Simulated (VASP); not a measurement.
An input for Quantum ESPRESSO's pw.x (written as the equivalent of a VASP run, and not itself run):

```
&CONTROL
  calculation = 'scf'
  pseudo_dir = './pseudo'
  outdir = './out'
  tprnfor = .true.
  tstress = .true.
/
&SYSTEM
  ibrav = 0
  nat = 2
  ntyp = 2
  ecutwfc = 86
  occupations = 'smearing'
  smearing = 'gaussian'
  degauss = 0.003675
  input_dft = 'rpbe'
/
&ELECTRONS
  conv_thr = 7.3e-09
  electron_maxstep = 100
/
ATOMIC_SPECIES
  Mg 24.305 Mg.upf
  Se 78.971 Se.upf
CELL_PARAMETERS angstrom
     0.0000000    2.7501786    2.7501786
     2.7501786    0.0000000    2.7501786
     2.7501786    2.7501786    0.0000000
ATOMIC_POSITIONS crystal
  Mg   0.0000000  0.0000000  0.0000000
  Se   0.5000000  0.5000000  0.5000000
K_POINTS automatic
  8 8 8 0 0 0
```

**Question.** Write the VASP files for the same calculation (RPBE).

**Answer.** Several could match; the one computed here: 
POSCAR:
```
MgSe
1.0
  0.0000000000   2.7501786063   2.7501786063
  2.7501786063   0.0000000000   2.7501786063
  2.7501786063   2.7501786063   0.0000000000
Mg Se
1 1
direct
  0.0000000000   0.0000000000   0.0000000000
  0.5000000000   0.5000000000   0.5000000000
```

INCAR:
```
SYSTEM = MgSe
PREC = Accurate; ENCUT = 520; LREAL = .False.
LASPH = .True.
EDIFF = 1E-7; NELM = 100; ALGO = Normal
LMAXMIX = 4
ISMEAR = 0; SIGMA = 0.05
GGA = RP
ISIF = 2
LWAVE = .False.; LCHARG = .False.
```

File KPOINTS:
```
Automatic
0
gamma
 8 8 8
```

POTCAR, in this order: Mg Se (PBE.64 set). Program: vasp_std.

The two are equivalent in intent, not identical: the potentials are each code's own (VASP's PAW set, PseudoDojo norm-conserving files in pw.x), so ENCUT and ecutwfc are chosen apart and not converted; conv_thr bounds pw.x's estimated SCF error, while EDIFF bounds the energy change between steps.

The compound is MgSe in the rock salt structure. This cell is one point of a volume scan, at 0.97 of the reference volume.
